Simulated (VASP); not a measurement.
```xyz
2
Lattice="1.8081 -3.0854 0.0000 1.8081 3.0854 0.0000 0.0000 0.0000 5.7113" Properties=species:S:1:pos:R:3 pbc="T T T"
Gd     1.8081     1.0285     1.4278
Gd     1.8081    -1.0285     4.2835
```

Calculation: PBEsol GGA, VASP's PBE PAW potentials (set 64) (plane waves; VASP). Run with 480 eV cut-off, 12×12×6 Γ-centred mesh, first-order Methfessel-Paxton smearing of 0.10 eV, potentials Gd_3.

The 4f electrons are frozen in the core of the lanthanide potential, so 4f levels, which can set the real gap, and their magnetism are missing.

Question: Give the stress tensor in GPa (positive for a compressed cell).

Answer: 
```
-1.37   0.00   0.00
 0.00  -0.59   0.00
 0.00   0.00  -1.56
```
The pressure is its mean diagonal, -1.17 GPa.

The compound is Gd in the hcp structure. This cell was strained or had an atom moved on purpose.
